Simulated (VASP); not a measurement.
# TcSe2 (R-3m) in VASP: further runs, part 3 of 3

VASP 6.6.1. Earlier steps stand in the parts before.

## Step 6: Single point, r2SCAN+U, collinear spin, ferromagnetic start

Contents of INCAR:

```
PREC = Accurate
ENCUT = 520
EDIFF = 1E-6
ISMEAR = 0
SIGMA = 0.05
LREAL = F
LASPH = T
NELM = 80
ALGO = Normal
ISIF = 2
LWAVE = F
LCHARG = T
ISPIN = 2
MAGMOM = 0.5 0 0
LORBIT = 11
LMAXMIX = 4
LDAU = T
LDAUTYPE = 2
LDAUL = 2 -1
LDAUU = 7 0
LDAUJ = 0 0
LDAUPRINT = 1
METAGGA = R2SCAN
LMIXTAU = T
LELF = T
LVHAR = T
```

Contents of KPOINTS:

```
Automatic mesh
0
Gamma
  6 6 6
```

Contents of POSCAR:

```
TcSe2
1.0
    1.9284189500      1.1133732000      5.8303367600
   -1.9284189500      1.1133732000      5.8303367600
    0.0000000000     -2.2267463900      5.8303367600
Tc Se
1 2
Direct
    0.0000000000      0.0000000000      0.0000000000
    0.2520000000      0.2520000000      0.2520000000
    0.7480000000      0.7480000000      0.7480000000
```

Potentials or basis: VASP PAW PBE potentials, release 64 (Tc_pv, Se).

Launch:

```bash
$ cat potpaw_PBE.64/Tc_pv/POTCAR potpaw_PBE.64/Se/POTCAR > POTCAR
$ mpirun -np 1 vasp_std > vasp.out
```

OUTCAR:

```text
PREC = Accurate
   ENCUT = 520
   EDIFF = 1E-6
   ISMEAR = 0
   LREAL = F
   LASPH = T
   NELM = 80
   ISIF = 2
   ISPIN = 2
   LORBIT = 11
   METAGGA = R2SCAN

 ion  position               nearest neighbor table
   1  0.000  0.000  0.000-   3 2.64   2 2.64   3 2.64   3 2.64   2 2.64   2 2.64
   2  0.252  0.252  0.252-   1 2.64   1 2.64   1 2.64
   3  0.748  0.748  0.748-   1 2.64   1 2.64   1 2.64

  LATTYP: Found a trigonal (rhomboedric) cell.
 ALAT       =     6.2410917526
 COS(alpha) =     0.8090535272

  Lattice vectors:

 A1 = (   1.9284189500,   1.1133732000,   5.8303367600)
 A2 = (  -1.9284189500,   1.1133732000,   5.8303367600)
 A3 = (   0.0000000000,  -2.2267463900,   5.8303367600)

Analysis of symmetry for initial positions (statically):
=====================================================================
 Subroutine PRICEL returns:
 Original cell was already a primitive cell.

 Routine SETGRP: Setting up the symmetry group for a
 trigonal (rhombohedral) supercell.

 Subroutine GETGRP returns: Found 12 space group operations
 (whereof 12 operations were pure point group operations)
 out of a pool of 12 trial point group operations.

The static configuration has the point symmetry D_3d.

Analysis of symmetry for dynamics (positions and initial velocities):
=====================================================================
 Subroutine PRICEL returns:
 Original cell was already a primitive cell.

 Routine SETGRP: Setting up the symmetry group for a
 trigonal (rhombohedral) supercell.

 Subroutine GETGRP returns: Found 12 space group operations
 (whereof 12 operations were pure point group operations)
 out of a pool of 12 trial point group operations.

The dynamic configuration has the point symmetry D_3d.

Analysis of structural, dynamic, and magnetic symmetry:
=====================================================================
 Subroutine PRICEL returns:
 Original cell was already a primitive cell.

 Routine SETGRP: Setting up the symmetry group for a
 trigonal (rhombohedral) supercell.

 Subroutine GETGRP returns: Found 12 space group operations
 (whereof 12 operations were pure point group operations)
 out of a pool of 12 trial point group operations.

The overall configuration has the point symmetry D_3d.

 Subroutine INISYM returns: Found 12 space group operations
 (whereof 12 operations are pure point group operations),
 and found     1 'primitive' translations

----------------------------------------------------------------------------------------

                                     Primitive cell

  volume of cell :      75.1081

  direct lattice vectors                    reciprocal lattice vectors
     1.928418950  1.113373200  5.830336760     0.259279759  0.149695239  0.057172226
    -1.928418950  1.113373200  5.830336760    -0.259279759  0.149695239  0.057172226
[... 122 lines left out ...]
 spin polarized calculation
 Gauss-broadening in eV      SIGMA  =   0.05
  energy-cutoff  :      520.00
  volume of cell :       75.11
 maximum number of plane-waves:      2040
 NGX is ok and might be reduce to    48
   NGX = 23   NGY = 23   NGZ = 23

atom =   1  type =  1  l = 2

 onsite density matrix

spin component  1

  0.8556 -0.0000  0.0000 -0.0998 -0.0000
 -0.0000  0.7970  0.0000  0.0000 -0.0998
  0.0000  0.0000  0.9298 -0.0000 -0.0000
 -0.0998  0.0000 -0.0000  0.7970  0.0000
 -0.0000 -0.0998 -0.0000  0.0000  0.8556

spin component  2

  0.1086  0.0000 -0.0000  0.0947 -0.0000
  0.0000  0.1536 -0.0000 -0.0000  0.0947
 -0.0000 -0.0000  0.0326  0.0000 -0.0000
  0.0947 -0.0000  0.0000  0.1536  0.0000
 -0.0000  0.0947 -0.0000  0.0000  0.1086

 occupancies and eigenvectors

  o =  0.0326  v =  0.0000  0.0000  0.0000  0.0000  0.0000  0.0000  0.0000 -1.0000  0.0000 -0.0000      0.0000  0.0000  0.0000  0.0000  0.0000  0.0000  0.0000  0.0000  0.0000  0.0000
  o =  0.0337  v =  0.0000  0.0000  0.0000  0.0000  0.0000  0.0000  0.6201  0.0000 -0.0000 -0.7845      0.0000  0.0000  0.0000  0.0000  0.0000  0.0000  0.0000  0.0000  0.0000  0.0000
  o =  0.0337  v =  0.0000  0.0000  0.0000  0.0000  0.0000 -0.7845  0.0000 -0.0000  0.6201 -0.0000      0.0000  0.0000  0.0000  0.0000  0.0000  0.0000  0.0000  0.0000  0.0000  0.0000
  o =  0.2285  v =  0.0000  0.0000  0.0000  0.0000  0.0000  0.0000 -0.7845  0.0000 -0.0000 -0.6201      0.0000  0.0000  0.0000  0.0000  0.0000  0.0000  0.0000  0.0000  0.0000  0.0000
  o =  0.2285  v =  0.0000  0.0000  0.0000  0.0000  0.0000 -0.6201  0.0000  0.0000 -0.7845  0.0000      0.0000  0.0000  0.0000  0.0000  0.0000  0.0000  0.0000  0.0000  0.0000  0.0000
  o =  0.7223  v = -0.0000 -0.8006 -0.0000 -0.0000 -0.5992  0.0000  0.0000  0.0000  0.0000  0.0000      0.0000  0.0000  0.0000  0.0000  0.0000  0.0000  0.0000  0.0000  0.0000  0.0000
  o =  0.7223  v = -0.5992  0.0000  0.0000 -0.8006  0.0000  0.0000  0.0000  0.0000  0.0000  0.0000      0.0000  0.0000  0.0000  0.0000  0.0000  0.0000  0.0000  0.0000  0.0000  0.0000
  o =  0.9298  v = -0.0000 -0.0000  1.0000  0.0000  0.0000  0.0000  0.0000  0.0000  0.0000  0.0000      0.0000  0.0000  0.0000  0.0000  0.0000  0.0000  0.0000  0.0000  0.0000  0.0000
  o =  0.9303  v =  0.0000 -0.5992 -0.0000 -0.0000  0.8006  0.0000  0.0000  0.0000  0.0000  0.0000      0.0000  0.0000  0.0000  0.0000  0.0000  0.0000  0.0000  0.0000  0.0000  0.0000
  o =  0.9303  v =  0.8006  0.0000  0.0000 -0.5992 -0.0000  0.0000  0.0000  0.0000  0.0000  0.0000      0.0000  0.0000  0.0000  0.0000  0.0000  0.0000  0.0000  0.0000  0.0000  0.0000

 number of electron      24.9999999 magnetization       3.0000319

 Free energy of the ion-electron system (eV)
  ---------------------------------------------------
  ext. energy  EPLUGINS =         0.00000000
  ---------------------------------------------------
  free energy    TOTEN  =       -50.65427266 eV

  energy without entropy =      -50.65401901  energy(sigma->0) =      -50.65414584

 E-fermi :   4.1325     XC(G=0): -10.0221

 val. band max:        3.9437054168   @ k =   0.3333   0.1667   0.1667
 cond. band min:       4.1672698857   @ k =   0.5000   0.1667   0.1667
 fundamental gap:      0.2235644689
 Fermi energy:         4.1325221989

 spin component 1

 k-point     1 :       0.0000    0.0000    0.0000
  band No.  band energies     occupation
      1     -38.9662      1.00000
      2     -38.9327      1.00000
      3     -38.9327      1.00000
      4     -10.0939      1.00000
      5      -8.4708      1.00000
      6      -3.2563      1.00000
[... 895 lines left out ...]
      5      -9.1713      1.00000
      6      -0.9169      1.00000
[... 8 lines left out ...]
     15       8.2242      0.00000
     16       8.5808      0.00000

 [... further k-points ...]

------------------------ aborting loop because EDIFF is reached ----------------------------------------

  FORCE on cell =-STRESS in cart. coord.  units (eV):
  Direction    XX          YY          ZZ          XY          YZ          ZX
  --------------------------------------------------------------------------------------
  -------------------------------------------------------------------------------------
  Total        0.3495332      0.3495332      1.4962234      0.0000000      0.0000000     -0.0000000
  in kB        7.4561046      7.4561045     31.9168479      0.0000000      0.0000000     -0.0000000
  external PRESSURE =      15.6096857 kB  Pullay stress =       0.0000000 kB

 VOLUME and BASIS-vectors are now :
 -----------------------------------------------------------------------------
  energy-cutoff  :      520.00
  volume of cell :       75.11
      direct lattice vectors                 reciprocal lattice vectors
     1.928418950  1.113373200  5.830336760     0.259279759  0.149695239  0.057172226
    -1.928418950  1.113373200  5.830336760    -0.259279759  0.149695239  0.057172226
     0.000000000 -2.226746390  5.830336760     0.000000000 -0.299390478  0.057172227

 POSITION                                       TOTAL-FORCE (eV/Angst)
 -----------------------------------------------------------------------------------
      0.00000      0.00000      0.00000         0.000000     -0.000000      0.000000
      0.00000      0.00000      4.40773         0.000000     -0.000000     -0.219346
      0.00000      0.00000     13.08328         0.000000      0.000000      0.219346
 -----------------------------------------------------------------------------------
    total drift:                               -0.000000      0.000000     -0.000000

  FREE ENERGIE OF THE ION-ELECTRON SYSTEM (eV)
  ---------------------------------------------------
  free  energy   TOTEN  =       -50.6542726645 eV

  energy  without entropy=      -50.6540190080  energy(sigma->0) =      -50.65414584

 total charge

# of ion       s       p       d       tot
------------------------------------------
    1        0.333   6.361   4.756  11.449
    2        1.472   2.376   0.029   3.877
    3        1.472   2.376   0.029   3.877
--------------------------------------------------
tot          3.277  11.112   4.814  19.202

 magnetization (x)

# of ion       s       p       d       tot
------------------------------------------
    1        0.064   0.072   3.659   3.794
    2        0.004  -0.307   0.006  -0.297
    3        0.004  -0.307   0.006  -0.297
--------------------------------------------------
tot          0.071  -0.542   3.672   3.201
```

Run time: 8.7 min. Hardware: 1 thread of Intel Xeon Platinum 8559C (Emerald Rapids), shared host; peak memory 0.48 GiB.

Results:

| Quantity | Value |
| --- | --- |
| Free energy | -50.6543 eV |
| Pressure | 1.6 GPa |
| Largest force | 0.219 eV/Å |
| Band gap on the k mesh | none (metal or under the smearing width) |
| Net moment | 3.00 μB per cell |
| Site moments | Tc +3.79; Se -0.30 μB |
| Valence electrons inside the program's atomic spheres | Tc 11.45; Se 3.88 |

Forces on the atoms (eV/Å):
```
Tc   0.000  0.000  0.000
Se   0.000  0.000 -0.219
Se   0.000  0.000  0.219
```

Stress tensor (GPa, compression positive):
```
0.75 0.00 0.00
0.00 0.75 0.00
0.00 0.00 3.19
```

Levels at points of the mesh, in eV from the Fermi level:
Spin up:
```csv
k point,band 10,band 11,band 12,band 13,band 14,band 15,band 16
"(0.00, 0.00, 0.00)",-5.80,-3.42,-0.47,-0.47,0.25,1.45,1.45
"(0.50, 0.00, 0.00)",-4.86,-3.78,-3.47,-2.19,-1.91,0.51,1.03
"(0.50, 0.50, 0.00)",-4.53,-4.30,-3.99,-2.25,-1.44,1.65,1.71
"(0.50, 0.50, 0.50)",-5.77,-2.21,-2.08,-0.72,-0.72,1.68,1.68
```
Spin down:
```tsv
k point	band 7	band 8	band 9	band 10	band 11	band 12	band 13	band 14	band 15	band 16
(0.00, 0.00, 0.00)	-3.23	-3.23	-0.87	-0.87	-0.29	2.47	2.47	3.41	4.14	4.14
(0.50, 0.00, 0.00)	-4.00	-3.20	-3.04	-2.54	-2.19	2.27	3.21	3.56	4.53	4.55
(0.50, 0.50, 0.00)	-4.53	-2.77	-2.55	-2.01	-1.81	1.72	3.44	3.65	4.75	4.82
(0.50, 0.50, 0.50)	-3.12	-3.12	-2.54	-1.11	-1.11	2.43	2.43	3.02	4.41	4.41
```

Eigenvalues of the final occupation matrices:
```tsv
site	spin	trace	eigenvalues
site 1 d	1	4.24	0.72 0.72 0.93 0.93 0.93
site 1 d	2	0.56	0.03 0.03 0.03 0.23 0.23
```

Caveat: the PAW data sets were made with another functional, which shifts forces and pressure a little.

## Step 7: The runs side by side

| spin | U | fixed moment (μB) | further INCAR settings | gap on the mesh (eV) | pressure (GPa) | moment (μB) | largest force (eV/Å) |
| --- | --- | --- | --- | --- | --- | --- | --- |
| collinear, zero start | Tc d U = 2 eV | - | ALGO = Normal; EDIFF = 1e-06 | none | -12.3 | 0.00 | 1.12 |
| collinear, random start | Tc d U = 2 eV | - | ALGO = Normal; EDIFF = 1e-07 | none | -7.2 | 1.44 | 0.81 |
| collinear, ferromagnetic start | Tc d U = 2 eV | 0 | ALGO = Normal; EDIFF = 1e-06 | - | -12.3 | 0.00 | 1.12 |
| collinear, ferromagnetic start | Tc d U = 7 eV | - | ALGO = Normal; EDIFF = 1e-06 | none | 1.6 | 3.00 | 0.22 |

Alike in all rows: task single point; level r2SCAN+U; potentials or basis VASP PAW PBE potentials, release 64 (Tc_pv, Se); cell as given; k mesh 6 × 6 × 6; cutoff (eV) 520; smearing gaussian 0.05 eV.

Every run on the cell as given and a fine mesh finds a metal.

Caveats: the PAW data sets were made with another functional, which shifts forces and pressure a little; the total moment is fixed, so each spin has its own Fermi level (some runs).

Total energies depend on the potentials used, so only differences within one code and one set of settings carry meaning.
